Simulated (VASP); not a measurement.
Input for VASP

### INCAR
```
EDIFF=1E-6   # SCF stop (eV)
PREC=Accurate
SYSTEM=HfN
SIGMA=0.1   # width (eV)
NELM=100
NSW=40   # most ionic steps
ENCUT=620   # plane-wave cut-off (eV)
ALGO=Normal   # blocked Davidson
ISIF=3
LMAXMIX=6   # l cut-off of mixed one-centre charges
PSTRESS=50   # kbar
IBRION=2
LCHARG=.FALSE.
EDIFFG=-0.02
ISMEAR=1
GGA=PS   # PBEsol
LWAVE=.FALSE.
LREAL=.FALSE.   # projection in real space or not
LASPH=.TRUE.
```

### KPOINTS
```
kpoints
0
Gamma
 14 14 14
```

File POSCAR:
```
HfN
1
    0.0000000000     2.2452352555     2.2452352555
    2.2452352555     0.0000000000     2.2452352555
    2.2452352555     2.2452352555     0.0000000000
Hf N
1 1
Direct
  0.0000000000   0.0000000000   0.0000000000
  0.5000000000   0.5000000000   0.5000000000
```

POTCAR, in this order: Hf_pv N (PBE.64 set). Program: vasp_std.

Task: Translate this PBEsol calculation to Quantum ESPRESSO's pw.x.

Result: One equivalent input (not run):
```
&CONTROL
  calculation = 'vc-relax'
  pseudo_dir = './pseudo'
  outdir = './out'
  tprnfor = .true.
  tstress = .true.
  nstep = 40
  forc_conv_thr = 0.00078
/
&SYSTEM
  ibrav = 0
  nat = 2
  ntyp = 2
  ecutwfc = 84
  occupations = 'smearing'
  smearing = 'methfessel-paxton'
  degauss = 0.00735
  input_dft = 'pbesol'
/
&ELECTRONS
  conv_thr = 7.3e-08
  electron_maxstep = 100
/
&IONS
/
&CELL
  press = 50
/
ATOMIC_SPECIES
  Hf 178.490 Hf.upf
  N 14.007 N.upf
CELL_PARAMETERS angstrom
     0.0000000    2.2452353    2.2452353
     2.2452353    0.0000000    2.2452353
     2.2452353    2.2452353    0.0000000
ATOMIC_POSITIONS crystal
  Hf   0.0000000  0.0000000  0.0000000
  N    0.5000000  0.5000000  0.5000000
K_POINTS automatic
  14 14 14 0 0 0
```
Limits of the translation: the potentials are each code's own (VASP's PAW set, PseudoDojo norm-conserving files in pw.x), so ENCUT and ecutwfc are chosen apart and not converted; conv_thr bounds pw.x's estimated SCF error, while EDIFF bounds the energy change between steps; forc_conv_thr acts on force components and is met together with etot_conv_thr.

The compound is HfN in the rock salt structure. This run relaxes it under an external pressure of 5 GPa. Symmetry was kept, so distortions that lower it aren't found.
